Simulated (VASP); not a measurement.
Output of a VASP run:

OUTCAR:
```
 ion  position               nearest neighbor table
   1  0.000  0.000  0.000-   4 1.96   5 1.96   4 1.96   5 1.96   3 2.00   6 2.00
   2  0.500  0.500  0.500-   3 1.96   6 1.96   3 1.96   6 1.96   5 2.00   4 2.00
   3  0.305  0.305  0.000-   2 1.96   2 1.96   1 2.00
   4  0.805  0.195  0.500-   1 1.96   1 1.96   2 2.00
   5  0.195  0.805  0.500-   1 1.96   1 1.96   2 2.00
   6  0.695  0.695  0.000-   2 1.96   2 1.96   1 2.00
  LATTYP: Found a simple tetragonal cell.
 ALAT       =     4.6451136722
 C/A-ratio  =     0.6392157734
 Subroutine PRICEL returns:
 Original cell was already a primitive cell.
 Subroutine GETGRP returns: Found 16 space group operations
The static configuration has the point symmetry D_2h.
 The point group associated with its full space group is D_4h.
The dynamic configuration has the point symmetry D_2h.
 Subroutine INISYM returns: Found 16 space group operations
 Subroutine IBZKPT returns following result:
 Found    105 irreducible k-points:

 Following reciprocal coordinates:
            Coordinates               Weight
  0.000000  0.000000  0.000000      1.000000
  0.111111  0.000000  0.000000      4.000000
  0.222222  0.000000  0.000000      4.000000
  0.333333  0.000000  0.000000      4.000000
  0.444444  0.000000  0.000000      4.000000
  0.111111  0.111111  0.000000      4.000000
  0.222222  0.111111  0.000000      8.000000
  0.333333  0.111111  0.000000      8.000000
  0.444444  0.111111  0.000000      8.000000
  0.222222  0.222222  0.000000      4.000000
  0.333333  0.222222  0.000000      8.000000
  0.444444  0.222222  0.000000      8.000000
  0.333333  0.333333  0.000000      4.000000
  0.444444  0.333333  0.000000      8.000000
  0.444444  0.444444  0.000000      4.000000
  0.000000  0.000000  0.076923      2.000000
  0.111111  0.000000  0.076923      8.000000
  0.222222  0.000000  0.076923      8.000000
  0.333333  0.000000  0.076923      8.000000
  0.444444  0.000000  0.076923      8.000000
  0.111111  0.111111  0.076923      8.000000
  0.222222  0.111111  0.076923     16.000000
  0.333333  0.111111  0.076923     16.000000
  0.444444  0.111111  0.076923     16.000000
  0.222222  0.222222  0.076923      8.000000
  0.333333  0.222222  0.076923     16.000000
  0.444444  0.222222  0.076923     16.000000
  0.333333  0.333333  0.076923      8.000000
  0.444444  0.333333  0.076923     16.000000
  0.444444  0.444444  0.076923      8.000000
  0.000000  0.000000  0.153846      2.000000
  0.111111  0.000000  0.153846      8.000000
  0.222222  0.000000  0.153846      8.000000
  0.333333  0.000000  0.153846      8.000000
  0.444444  0.000000  0.153846      8.000000
  0.111111  0.111111  0.153846      8.000000
  0.222222  0.111111  0.153846     16.000000
  0.333333  0.111111  0.153846     16.000000
  0.444444  0.111111  0.153846     16.000000
  0.222222  0.222222  0.153846      8.000000
   k-points           NKPTS =    105   k-points in BZ     NKDIM =    105   number of bands    NBANDS=     84
   number of dos      NEDOS =   1001   number of ions     NIONS =      6
   total plane-waves  NPLWV =  31104
   dimension x,y,z NGX =    36 NGY =   36 NGZ =   24
   dimension x,y,z NGXF=    72 NGYF=   72 NGZF=   48
   ions per type =               2   4
   PREC   = accura    normal or accurate (medium, high low for compatibility)
   ISTART =      0    job   : 0-new  1-cont  2-samecut
   ICHARG =      2    charge: 1-file 2-atom 10-const
   ISPIN  =      1    spin polarized calculation?
   LNONCOLLINEAR =      F non collinear calculations
   LSORBIT =      F    spin-orbit coupling
   INIWAV =      1    electr: 0-lowe 1-rand  2-diag
   ENCUT  =  520.0 eV  38.22 Ry    6.18 a.u.   8.64  8.64  5.52*2*pi/ulx,y,z
   NELM   =    100;   NELMIN=  2; NELMDL= -5     # of ELM steps
   EDIFF  = 0.1E-06   stopping-criterion for ELM
   LREAL  =      F    real-space projection
   NLSPLINE    = F    spline interpolate recip. space projectors
...
```

### OSZICAR
```
       N       E                     dE             d eps       ncg     rms          rms(c)
DAV:   1     0.507553543837E+03    0.50755E+03   -0.16956E+04 17768   0.672E+02
DAV:   2    -0.109509923140E+02   -0.51850E+03   -0.46872E+03 17824   0.229E+02
DAV:   3    -0.687254460957E+02   -0.57774E+02   -0.55241E+02 21872   0.775E+01
DAV:   4    -0.713166588606E+02   -0.25912E+01   -0.25669E+01 20648   0.144E+01
DAV:   5    -0.713563201328E+02   -0.39661E-01   -0.39651E-01 19948   0.167E+00    0.315E+01
DAV:   6    -0.547309833348E+02    0.16625E+02   -0.44583E+00 24280   0.343E+01    0.126E+01
DAV:   7    -0.540373825115E+02    0.69360E+00   -0.28291E+00 20864   0.119E+01    0.876E+00
DAV:   8    -0.539984827097E+02    0.38900E-01   -0.26101E-01 21192   0.782E+00    0.552E+00
DAV:   9    -0.537167938867E+02    0.28169E+00   -0.21710E-01 20024   0.316E+00    0.207E+00
DAV:  10    -0.536804797118E+02    0.36314E-01   -0.22244E-02 22796   0.107E+00    0.618E-01
DAV:  11    -0.536768223564E+02    0.36574E-02   -0.51610E-03 23884   0.398E-01    0.171E-01
DAV:  12    -0.536768850072E+02   -0.62651E-04   -0.70695E-04 20716   0.940E-02    0.669E-02
DAV:  13    -0.536768769992E+02    0.80080E-05   -0.64955E-05 19020   0.444E-02    0.365E-02
DAV:  14    -0.536768565460E+02    0.20453E-04   -0.93159E-06 23624   0.312E-02    0.758E-03
DAV:  15    -0.536768569918E+02   -0.44577E-06   -0.45486E-06 20056   0.682E-03    0.332E-03
DAV:  16    -0.536768568501E+02    0.14164E-06   -0.13679E-07 19204   0.189E-03    0.184E-03
DAV:  17    -0.536768568061E+02    0.44066E-07   -0.16426E-08 10348   0.582E-04
   1 F= -.53676857E+02 E0= -.53676857E+02  d E =-.148422E-26
 imaginary and real dielectric function
```

OUTCAR:
```
------------------------ aborting loop because EDIFF is reached ----------------------------------------
  FORCE on cell =-STRESS in cart. coord.  units (eV):
  Direction    XX          YY          ZZ          XY          YZ          ZX
  --------------------------------------------------------------------------------------
  Total        0.0140015      0.0140015     -0.0718118      0.0000000      0.0000000      0.0000000
  in kB        0.3501467      0.3501467     -1.7958482      0.0000000      0.0000000      0.0000000
  external PRESSURE =      -0.3651849 kB  Pullay stress =       0.0000000 kB
  volume of cell :       64.07
      direct lattice vectors                 reciprocal lattice vectors
     4.645113672  0.000000000  0.000000000     0.215279985  0.000000000  0.000000000
     0.000000000  4.645113672  0.000000000     0.000000000  0.215279985  0.000000000
     0.000000000  0.000000000  2.969229929     0.000000000  0.000000000  0.336787660
 POSITION                                       TOTAL-FORCE (eV/Angst)
 -----------------------------------------------------------------------------------
      0.00000      0.00000      0.00000        -0.000000      0.000000      0.000000
      2.32256      2.32256      1.48461        -0.000000      0.000000      0.000000
      1.41653      1.41653      0.00000         0.005165      0.005165     -0.000000
      3.73908      0.90603      1.48461         0.005165     -0.005165      0.000000
      0.90603      3.73908      1.48461        -0.005165      0.005165      0.000000
      3.22859      3.22859      0.00000        -0.005165     -0.005165      0.000000
 -----------------------------------------------------------------------------------
    total drift:                               -0.000000      0.000000      0.000000
  FREE ENERGIE OF THE ION-ELECTRON SYSTEM (eV)
  ---------------------------------------------------
  free  energy   TOTEN  =       -53.6768568061 eV

  energy  without entropy=      -53.6768568061  energy(sigma->0) =      -53.67685681

 plasma frequency squared (from intraband transitions) (eV^2)
  --------------------------------------------------------------------------------------
       0.000      -0.000       0.000
      -0.000       0.000       0.000
       0.000       0.000       0.000

 plasma frequency squared (from interband transitions, int dw w eps(2)(w)) (eV^2)
  --------------------------------------------------------------------------------------
     695.002       0.000       0.000      -0.000       0.000       0.000
       0.000       0.000     695.002       0.000       0.000       0.000
       0.000       0.000       0.000       0.000     697.434       0.000
```
(Selected blocks of OUTCAR.)

File POSCAR:
```
TiO2
1
    4.6451136722     0.0000000000     0.0000000000
    0.0000000000     4.6451136722     0.0000000000
    0.0000000000     0.0000000000     2.9692299287
Ti O
2 4
Direct
  0.0000000000   0.0000000000   1.0000000000
  0.5000000000   0.5000000000   0.5000000000
  0.3049497927   0.3049497927   0.0000000000
  0.8049497927   0.1950502073   0.5000000000
  0.1950502073   0.8049497927   0.5000000000
  0.6950502073   0.6950502073   1.0000000000
```

Write an INCAR and KPOINTS that could have produced this output.

Several could match; the one computed here: the input of the run itself, PBE GGA, plane waves, VASP's PBE PAW potentials (set 64).

File KPOINTS:
```
Automatic mesh
0
Gamma
9 9 13
0 0 0
```

**INCAR**
```
SYSTEM = TiO2
PREC = Accurate
ENCUT = 520
EDIFF = 1E-7
NELM = 100
ALGO = Normal
LREAL = .FALSE.
LASPH = .TRUE.
ISMEAR = 0
SIGMA = 0.01
GGA = PE
LMAXMIX = 4
LWAVE = .FALSE.
LCHARG = .FALSE.
LOPTICS = .TRUE.
NBANDS = 84
NEDOS = 1001
CSHIFT = 0.1
```

POTCAR, in this order: Ti_sv O (PBE.64 set). Program: vasp_std.

The dielectric response may not be converged in the k-mesh; for small gaps it tends to come out too large.

The compound is TiO2 in the rutile structure. It was relaxed first.
